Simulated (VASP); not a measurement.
These are PBEsol GGA, VASP's PBE PAW potentials (set 64) (plane waves; VASP) values and carry that method's errors.

VASP input:

File POSCAR:
```
TiAs
1
    0.0000000000     2.8435238712     2.8435238712
    2.8435238712     0.0000000000     2.8435238712
    2.8435238712     2.8435238712     0.0000000000
Ti As
1 1
Direct
  0.0000000000   1.0000000000   1.0000000000
  0.2500000000   0.2500000000   0.2500000000
```

File KPOINTS:
```
k-points along high-symmetry lines
15
Line-mode
Reciprocal
  0.000000   0.000000   0.000000 ! GAMMA
 -0.500000  -0.500000   0.000000 ! X

 -0.500000  -0.500000   0.000000 ! X
 -0.375000  -0.375000   0.250000 ! U

 -0.375000   0.000000   0.375000 ! K
  0.000000   0.000000   0.000000 ! GAMMA

  0.000000   0.000000   0.000000 ! GAMMA
  0.000000   0.000000   0.500000 ! L

  0.000000   0.000000   0.500000 ! L
 -0.500000  -0.250000   0.250000 ! W

 -0.500000  -0.250000   0.250000 ! W
 -0.500000  -0.500000   0.000000 ! X
```

### INCAR
```
# general
SYSTEM  = TiAs
PREC    = Accurate
ENCUT   = 400
LREAL   = .False.   # projection in real space or not
LASPH   = .True.
ICHARG  = 11   # fixed density

# electronic loop
EDIFF   = 1E-7
NELM    = 100   # most electronic steps
ALGO    = Normal   # blocked Davidson
LMAXMIX = 4   # l cut-off of mixed one-centre charges

# smearing
ISMEAR  = 0   # Gaussian
SIGMA   = 0.05   # width (eV)

# functional
GGA     = PS   # PBEsol

# output
LWAVE   = .False.
LCHARG  = .False.
LORBIT  = 11   # lm-projected
```

POTCAR, in this order: Ti_sv As (PBE.64 set). Program: vasp_std. Read from the step before: CHGCAR.

The resulting files:

### OUTCAR
```
 ion  position               nearest neighbor table
   1  0.000  0.000  0.000-   2 2.46   2 2.46   2 2.46   2 2.46
   2  0.250  0.250  0.250-   1 2.46   1 2.46   1 2.46   1 2.46
  LATTYP: Found a face centered cubic cell.
 ALAT       =     5.6870477424
 Subroutine PRICEL returns:
 Original cell was already a primitive cell.
 Subroutine GETGRP returns: Found 24 space group operations
The static configuration has the point symmetry T_d .
The dynamic configuration has the point symmetry T_d .
 Subroutine INISYM returns: Found 24 space group operations
   k-points           NKPTS =     90   k-points in BZ     NKDIM =     90   number of bands    NBANDS=     12
   number of dos      NEDOS =    301   number of ions     NIONS =      2
   total plane-waves  NPLWV =  21952
   dimension x,y,z NGX =    28 NGY =   28 NGZ =   28
   dimension x,y,z NGXF=    56 NGYF=   56 NGZF=   56
   ions per type =               1   1
   PREC   = accura    normal or accurate (medium, high low for compatibility)
   ISTART =      0    job   : 0-new  1-cont  2-samecut
   ICHARG =     11    charge: 1-file 2-atom 10-const
   ISPIN  =      1    spin polarized calculation?
   LNONCOLLINEAR =      F non collinear calculations
   LSORBIT =      F    spin-orbit coupling
   INIWAV =      1    electr: 0-lowe 1-rand  2-diag
   ENCUT  =  400.0 eV  29.40 Ry    5.42 a.u.   6.56  6.56  6.56*2*pi/ulx,y,z
   NELM   =    100;   NELMIN=  2; NELMDL= -5     # of ELM steps
   EDIFF  = 0.1E-06   stopping-criterion for ELM
   LREAL  =      F    real-space projection
   NLSPLINE    = F    spline interpolate recip. space projectors
   LMAXMIX     =    4 max onsite mixed and CHGCAR
   VOSKOWN=      0    Vosko Wilk Nusair interpolation
   EDIFFG = 0.1E-05   stopping-criterion for IOM
   NSW    =      0    number of steps for IOM
   NBLOCK =      1;   KBLOCK =      1    inner block; outer block
   IBRION =     -1    ionic relax: 0-MD 1-quasi-New 2-CG
   NFREE  =      0    steps in history (QN), initial steepest desc. (CG)
   ISIF   =      2    stress and relaxation
   ISYM   =      2    0-nonsym 1-usesym 2-fastsym
   TEIN   =    0.0    initial temperature
   TEBEG  =    0.0;   TEEND  =   0.0 temperature during run
...
```

**OSZICAR**
```
       N       E                     dE             d eps       ncg     rms          rms(c)
DAV:   1     0.110329228309E+03    0.11033E+03   -0.74934E+03  2164   0.117E+03
DAV:   2    -0.444524618541E+01   -0.11477E+03   -0.11107E+03  2276   0.319E+02
DAV:   3    -0.134698281753E+02   -0.90246E+01   -0.86888E+01  3496   0.872E+01
DAV:   4    -0.137961842136E+02   -0.32636E+00   -0.32348E+00  2680   0.142E+01
DAV:   5    -0.138140097054E+02   -0.17825E-01   -0.17822E-01  3192   0.293E+00
DAV:   6    -0.138142015881E+02   -0.19188E-03   -0.19187E-03  2668   0.288E-01
DAV:   7    -0.138142072763E+02   -0.56882E-05   -0.56877E-05  3352   0.393E-02
DAV:   8    -0.138142073539E+02   -0.77566E-07   -0.77179E-07  2448   0.427E-03
   1 F= -.13814207E+02 E0= -.13813869E+02  d E =-.676341E-03
```

File OUTCAR:
```
 val. band max:        4.5639475734   @ k =  -0.2500  -0.2500   0.0000

 cond. band min:       4.5695441367   @ k =  -0.3214  -0.1607   0.3393



 k-point     1 :       0.0000    0.0000    0.0000
  band No.  band energies     occupation
      1     -52.5277      2.00000
      2     -28.8923      2.00000
      3     -28.8923      2.00000
      4     -28.8923      2.00000
      5      -6.7990      2.00000
      6       2.2337      2.00000
      7       2.2337      2.00000
      8       2.2337      2.00000
      9       5.1882      0.00000
     10       5.1882      0.00000
     11       7.7858      0.00000
     12       9.5939      0.00000

 k-point     2 :      -0.0357   -0.0357    0.0000
  band No.  band energies     occupation
      1     -52.5277      2.00000
      2     -28.8928      2.00000
      3     -28.8925      2.00000
      4     -28.8925      2.00000
      5      -6.7848      2.00000
      6       2.1989      2.00000
      7       2.2391      2.00000
      8       2.2391      2.00000
      9       5.1714      0.00000
     10       5.1938      0.00000
     11       7.8220      0.00000
     12       9.5291      0.00000

 k-point     3 :      -0.0714   -0.0714    0.0000
  band No.  band energies     occupation
      1     -52.5274      2.00000
      2     -28.8941      2.00000
      3     -28.8929      2.00000
      4     -28.8929      2.00000
      5      -6.7425      2.00000
      6       2.0997      2.00000
      7       2.2554      2.00000
      8       2.2554      2.00000
      9       5.1222      0.00000
     10       5.2105      0.00000
     11       7.9202      0.00000
     12       9.3229      0.00000

 k-point     4 :      -0.1071   -0.1071    0.0000
  band No.  band energies     occupation
      1     -52.5272      2.00000
      2     -28.8962      2.00000
      3     -28.8937      2.00000
      4     -28.8937      2.00000
      5      -6.6736      2.00000
      6       1.9498      2.00000
      7       2.2828      2.00000
...
```

The density is held fixed in this step, so its total energy and stress have no physical meaning.

The structure was generated: TiAs was put into the zinc blende type (F-43m), which need not be its known phase. It was relaxed first, which changed the volume by -31 %. The electron count is odd and the run is not spin-polarised, which forces a metal.
